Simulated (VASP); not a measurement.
Here is a VASP 6.6.1 calculation.

Contents of INCAR:

```
  PREC = Accurate
  ENCUT = 520
  EDIFF = 1E-7
  ISMEAR = 1
  SIGMA = 0.1
  LREAL = F
  LASPH = T
  NELM = 80
  ALGO = Normal
  ISIF = 2
  LWAVE = F
  LCHARG = F
  LNONCOLLINEAR = T
  MAGMOM = 0 0 0 0 0 0 0 0 0 0 0 0
  LORBIT = 11
  LSORBIT = T
  GGA_COMPAT = F
  GGA = PS
  NBANDS = 70
  KPAR = 4
```

KPOINTS

```
regular mesh
0
Gamma
  8 8 8
```

POSCAR

```
InBi                                    
1.0
    4.8949952933      0.0000000000     -0.0000000000
    0.0000000000      4.8949952933     -0.0000000000
    0.0000000000      0.0000000000      4.8743855352
  In              Bi            
     2     2
Direct
     1.0000000000000000    0.0000000000000000    0.0000000000000000
     0.5000000000000000    0.5000000000000000    0.0000000000000000
     1.0000000000000000    0.5000000000000000    0.4002724051089606
     0.5000000000000000    0.0000000000000000    0.5997275948910393
```

Contents of KPOINTS_OPT:

```
explicit points
258
Reciprocal
 0.0000000000  0.0000000000  0.0000000000 1
 0.0000000000  0.0263157895  0.0000000000 1
 0.0000000000  0.0526315789  0.0000000000 1
 0.0000000000  0.0789473684  0.0000000000 1
 0.0000000000  0.1052631579  0.0000000000 1
 0.0000000000  0.1315789474  0.0000000000 1
[... 250 lines left out ...]
 0.0000000000  0.0000000000  0.5269586200 1
 0.0000000000  0.0000000000  0.4730413800 1
```

Potentials or basis: VASP PAW PBE potentials, release 64 (In_d, Bi_d).

Command:

```bash
$ cat potpaw_PBE.64/In_d/POTCAR potpaw_PBE.64/Bi_d/POTCAR > POTCAR
$ mpirun -np 4 vasp_ncl > vasp.out
```

Q: What does it give for the pressure?

A: 0.6 GPa.

Q: Estimate the largest force.

A: 0.021 eV/Å.

Forces in eV/Å, atoms in the order of the input:
```
In   0.000  0.000  0.000
In   0.000  0.000  0.000
Bi   0.000  0.000 -0.021
Bi   0.000  0.000  0.021
```

Caveat: the PAW data sets were made with another functional, which shifts forces and pressure a little.
